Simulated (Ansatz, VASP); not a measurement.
# CsAgMoO4: VASP beside Ansatz, part 3 of 3

Aim: how closely do two programs agree when they are given the same cell, functional and k mesh? The cell is generated by rule, not measured, and may not be a known phase. The cell is taken from a series of runs on this material, whose earlier steps may have relaxed, scaled, displaced or heated it; both programs get it as it stands.

VASP 6.6.1 and Ansatz 0.2.0.

So far: VASP: relaxation of cell and atoms, PBE with D4, pair 1; Ansatz: relaxation of cell and atoms, PBE with D4, pair 1; Side by side; Ansatz: relaxation of cell and atoms, PBE with D4, pair 2; VASP: relaxation of cell and atoms, PBE with D4, pair 2; Comparison.

## (8) Ansatz: relaxation of cell and atoms, PBE with D4, pair 3

Level of this step: Ansatz beside VASP: Kohn-Sham DFT, plane waves, PBE with D4 (Ansatz).

The relaxed volume is the usual yardstick between codes: in a stiff, nearly cubic crystal its relative difference is about their pressure difference at one cell divided by the bulk modulus. Its start cell is another than that of the pair before, and may be another structure of the material.

The cell is taken from a series of runs on this material, whose earlier steps may have relaxed, scaled, displaced or heated it; both programs get it as it stands.

Contents of input.yaml:

```yaml
crystal:
  lattice:
    - [5.2671650635, -3.1307693515, 0.0]
    - [5.2671650635, 3.1307693515, 0.0]
    - [-3.2280262079, 0.0, 4.9584126112]
  atoms:
    - { symbol: Cs, position: [0.2384461194, 0.2384461194, 0.7429889006] }
    - { symbol: Ag, position: [0.5116691523, 0.5116691523, 0.5179051687] }
    - { symbol: Mo, position: [0.7496862774, 0.7496862774, 0.2478466549] }
    - { symbol: O, position: [0.0818409858, 0.6193503528, 0.2579884116] }
    - { symbol: O, position: [0.7329274308, 0.7329274308, 0.5319212055] }
    - { symbol: O, position: [0.5660796817, 0.5660796817, 0.9433612472] }
    - { symbol: O, position: [0.6193503528, 0.0818409858, 0.2579884116] }
kpoints:
  mp_grid: { grid: [4, 4, 4] }
hamiltonian:
  xc: pbe
  dispersion: d4
scf:
  occupations: { method: fixed }
output:
  forces: true
  stress: true
  eigenvalues: true
relax:
  adjacent_minimum: "off"
  f_tol: 0.001
  max_steps: 60
  cell: { stress_tol: 0.01 }
```

Launch:

```sh
$ ansatz run input.yaml --threads 8 --pin off --max-ram 14336MiB --backend cpu --events-out ev --progress --plain --runs-dir out
```

Numbers of over 12 decimals in the logs are rounded to 6 here.

Output:

```text
[...]
Crystal: 7 atoms, lattice volume = 163.531 Å³
Basis set: ecut = 420 eV, 3201 PW (Γ), exchange–correlation on 90×90×80 points (8 copies of the dense FFT grid, shifted against one another)
Bands: 40, of which v1, the nominal top of the filled ones, is band 33 counted from 1 (32 counted from 0)
Symmetry: 2 space group operations
[...]
k-points: 24 of 64 (time reversal used)
[...]
- [-3.227347, 0.0, 4.957769]
  atoms:
    - { symbol: Cs, position: [0.238370, 0.238370, 0.742884] }
    - { symbol: Ag, position: [0.511669, 0.511669, 0.517910] }
    - { symbol: Mo, position: [0.749708, 0.749708, 0.247883] }
    - { symbol: O, position: [0.081849, 0.619365, 0.257944] }
    - { symbol: O, position: [0.732977, 0.732977, 0.532033] }
    - { symbol: O, position: [0.566062, 0.566062, 0.943401] }
    - { symbol: O, position: [0.619365, 0.081849, 0.257944] }
[key lines of the parts left out:]
SCF converged after 6 iterations
Free energy (F): -20489.923779 eV
Fermi energy:    3.944253 eV
P = ⅓ Tr σ = -0.0015 GPa (-0.015 kbar)
```

## (9) VASP: relaxation of cell and atoms, PBE with D4, pair 3

The same cell, functional and mesh now go to VASP, with its own data sets.

Contents of INCAR:

```
SYSTEM = CsAgMoO4
PREC = Accurate
ENCUT = 600
EDIFF = 1E-07
NELM = 120
ISMEAR = 0
SIGMA = 0.01
LREAL = .FALSE.
ALGO = Normal
GGA = PE
IVDW = 13
NBANDS = 36
LASPH = .TRUE.
LORBIT = 11
LWAVE = .FALSE.
LCHARG = .FALSE.
ISIF = 3
IBRION = 2
NSW = 80
EDIFFG = -0.005
GGA_COMPAT = .FALSE.
NELMIN = 4
EFERMI = MIDGAP
KPAR = 2
```

Contents of POSCAR:

```
CsAgMoO4
1.0
    5.2671650000     -3.1307690000      0.0000000000
    5.2671650000      3.1307690000      0.0000000000
   -3.2280260000      0.0000000000      4.9584130000
Cs Ag Mo O
1 1 1 4
Direct
    0.2384460714      0.2384460714      0.7429889362
    0.5116691362      0.5116691362      0.5179052249
    0.7496862541      0.7496862541      0.2478466396
    0.0818409095      0.6193503840      0.2579883927
    0.7329274352      0.7329274352      0.5319212014
    0.5660795889      0.5660795889      0.9433611117
    0.6193503840      0.0818409095      0.2579883927
```

Contents of KPOINTS:

```
Automatic mesh
0
Gamma
4 4 4
0 0 0
```

Potentials, in the order of the species: Cs_sv, Ag, Mo_sv and O (PBE family, release 64).

Launch:

```sh
$ mpirun -np 2 vasp_std
```

Output:

```text
[... set-up lines as in an earlier step ...]
 entering main loop
       N       E                     dE             d eps       ncg     rms          rms(c)
DAV:   1     0.507634550648E+03    0.50763E+03   -0.33201E+04  1912   0.164E+03
DAV:   2    -0.162237299146E+02   -0.52386E+03   -0.51216E+03  2068   0.369E+02
DAV:   3    -0.565588395857E+02   -0.40335E+02   -0.40061E+02  2140   0.105E+02
DAV:   4    -0.572677395624E+02   -0.70890E+00   -0.70613E+00  2240   0.142E+01
[...]
DAV:  14    -0.461364616223E+02    0.13952E-05   -0.25985E-05  2100   0.336E-02    0.166E-02
DAV:  15    -0.461364597358E+02    0.18865E-05   -0.37756E-06  1836   0.135E-02    0.450E-03
DAV:  16    -0.461364596783E+02    0.57552E-07   -0.71392E-07  2172   0.646E-03
   1 F= -.47181459E+02 E0= -.47181459E+02  d E =-.471815E+02
[... from here on, the cycles between the ionic steps are left out ...]
   2 F= -.47181119E+02 E0= -.47181119E+02  d E =0.340761E-03
   3 F= -.47181793E+02 E0= -.47181793E+02  d E =-.333803E-03
  28 F= -.47182529E+02 E0= -.47182529E+02  d E =-.398917E-04
  29 F= -.47182533E+02 E0= -.47182533E+02  d E =-.418396E-05
  30 F= -.47182543E+02 E0= -.47182543E+02  d E =-.143486E-04
  31 F= -.47182547E+02 E0= -.47182547E+02  d E =-.178628E-04
  32 F= -.47182550E+02 E0= -.47182550E+02  d E =-.377680E-05
  33 F= -.47182556E+02 E0= -.47182556E+02  d E =-.903167E-05
  34 F= -.47182563E+02 E0= -.47182563E+02  d E =-.760760E-05
  35 F= -.47182569E+02 E0= -.47182569E+02  d E =-.139085E-04
  36 F= -.47182575E+02 E0= -.47182575E+02  d E =-.514637E-05
  37 F= -.47182578E+02 E0= -.47182578E+02  d E =-.837624E-05
  38 F= -.47182578E+02 E0= -.47182578E+02  d E =-.435601E-06
 trial-energy change:   -0.000000  1 .order   -0.000003   -0.000006    0.000001
 step:   0.1742(harm=  0.3468)  dis= 0.00008  next Energy=   -47.182579 (dE=-0.117E-05)
 reached required accuracy - stopping structural energy minimisation
```

From OUTCAR (step 9):

```text
  Edisp (eV):   -1.05477

  Total       0.00872     0.01155     0.01175     0.00000     0.00000    -0.00204
  in kB       0.08633     0.11429     0.11628     0.00000     0.00000    -0.02020
  external pressure =        0.11 kB  Pullay stress =        0.00 kB

 POSITION                                       TOTAL-FORCE (eV/Angst)
 -----------------------------------------------------------------------------------
      0.10450      0.00000      3.64231        -0.003356      0.000000     -0.000595
      3.70119      0.00000      2.55459         0.001488      0.000000     -0.000635
      7.06612      0.00000      1.23681         0.000589      0.000000     -0.004520
      2.85713      1.68387      1.27246         0.001047      0.000989      0.002070
      5.98281      0.00000      2.65547         0.000257      0.000000      0.002236
      2.89799      0.00000      4.65893        -0.001072      0.000000     -0.000627
      2.85713     -1.68387      1.27246         0.001047     -0.000989      0.002070
 -----------------------------------------------------------------------------------
    total drift:                               -0.000175     -0.000000     -0.000177

  FREE ENERGIE OF THE ION-ELECTRON SYSTEM (eV)
  ---------------------------------------------------
  free  energy   TOTEN  =       -47.1825783111 eV

  energy  without entropy=      -47.1825783111  energy(sigma->0) =      -47.18257831

[... 1 part as in an earlier step ...]

[... 3 further parts left out ...]
[key lines of the parts left out:]
E-fermi :   1.9904
```

The run keeps the 2 symmetry operations of its start, so it cannot find a distortion of lower symmetry.

## (10) Comparison

What differs besides the data sets and the points named for the pairs above, as far as they apply: the data sets hold 66 valence electrons in Ansatz (on its default PAW (the set named soft_2) files) and 58 in VASP. Total energies have different zeros and are not compared.

Both answers:

```
                                         quantity  Ansatz    VASP  difference
                                      volume (Å³)  163.49  161.91     +0.97 %
edge a after relaxation, in the typed setting (Å)   6.127   6.106     +0.34 %
edge c after relaxation, in the typed setting (Å)   5.916   5.876     +0.68 %
```

## (11) What came out

```yaml
difference_in_volume_relaxation_of_cell_and_atoms_pbe_with_d4_pair_1: 0.54 %
difference_in_volume_relaxation_of_cell_and_atoms_pbe_with_d4_pair_2: 0.40 %
difference_in_volume_relaxation_of_cell_and_atoms_pbe_with_d4_pair_3: 0.97 %
```

In words: The difference in volume is 0.97 % (relaxation of cell and atoms, PBE with D4, pair 3), within the 1.2 % picked in this series as the mark of a large difference, as far as the stopping tolerances let one tell. The data sets hold unlike numbers of valence electrons (66 in Ansatz and 58 in VASP), so part of the differences comes from the potentials. VASP runs on this material, other cells of it included, that failed, so that no pair exists: relaxation of cell and atoms, PBE (not converged). 3 further runs of this series are not shown here. Such differences can come from data sets, numerical settings and the points named under the comparisons, not from the functional's error against experiment.

[Lines on the potential files, build, host, timing and source positions are cut from VASP's logs without a mark.]

[Logs are printed without paths, hosts, clocks, repeated set-up lines and the standing remarks that a program may print on its own settings, such as how far it seeks lower states.]

[Hosts, paths, dates, database ids (printed as entryN), source tags and the programs' standing remarks are cut or masked in the printed files.]
